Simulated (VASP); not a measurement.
Given:

```yaml
crystal:
  lattice:
    - [-0.12651, 5.66069, 5.75852]
    - [5.66069, -0.12651, 5.75852]
    - [2.76709, 2.76709, 0.00000]
  atoms:
    - { symbol: Sn, position: [0.98133, 0.98133, 0.03734] }
    - { symbol: Sn, position: [0.14367, 0.14367, 0.21266] }
    - { symbol: Si, position: [0.99006, 0.52009, 0.98985] }
    - { symbol: Si, position: [0.13494, 0.60491, 0.26015] }
    - { symbol: Si, position: [0.52009, 0.99006, 0.98985] }
    - { symbol: Si, position: [0.60491, 0.13494, 0.26015] }
    - { symbol: Si, position: [0.49916, 0.49916, 0.00167] }
    - { symbol: Si, position: [0.62584, 0.62584, 0.24833] }
```

Method: PBEsol GGA, VASP's PBE PAW potentials (set 64) (plane waves; VASP 6.6.1). Settings: 400 eV cut-off, 5×5×11 Γ-centred mesh, tetrahedra with Blöchl corrections, potentials Sn_d Si.

For a metal the tetrahedron method with Blöchl corrections gives inexact stress and forces.

Question: Give the force on each atom (eV/Å).

Answer: 
```csv
atom,Fx,Fy,Fz
Sn1,0.000,0.000,0.135
Sn2,0.000,0.000,-0.135
Si3,-0.020,0.020,-0.012
Si4,0.020,-0.020,0.012
Si5,0.020,-0.020,-0.012
Si6,-0.020,0.020,0.012
Si7,0.000,0.000,-0.012
Si8,0.000,0.000,0.012
```

Question: Give the stress tensor in GPa (positive for a compressed cell).

Answer: 
```
 0.08   0.23   0.00
 0.23   0.08   0.00
 0.00   0.00  -0.16
```
The pressure is its mean diagonal, 0.00 GPa.

The structure was generated: Sn2Si6 was put into an ordered model structure (Cmcm), which need not be its known phase. It was relaxed first.
